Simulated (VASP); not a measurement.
```
CELL_PARAMETERS angstrom
      0.00000     1.93800     1.93800
      1.93800     0.00000     1.93800
      1.93800     1.93800     0.00000
ATOMIC_POSITIONS crystal
  Rh 0.00000 0.00000 0.00000
```

These are PBE GGA, VASP's PBE PAW potentials (set 64) (plane waves; VASP) values and carry that method's errors. Numerical set-up: 400 eV cut-off, 15×15×15 Γ-centred mesh, first-order Methfessel-Paxton smearing of 0.10 eV, potentials Rh_pv.

Question: Give the stress tensor in GPa (positive for a compressed cell).

Answer: 
```
-9.69   0.00   0.00
 0.00  -9.69   0.00
 0.00   0.00  -9.69
```
The pressure is its mean diagonal, -9.69 GPa.

The compound is Rh in the fcc structure. The cell was not relaxed at this level.
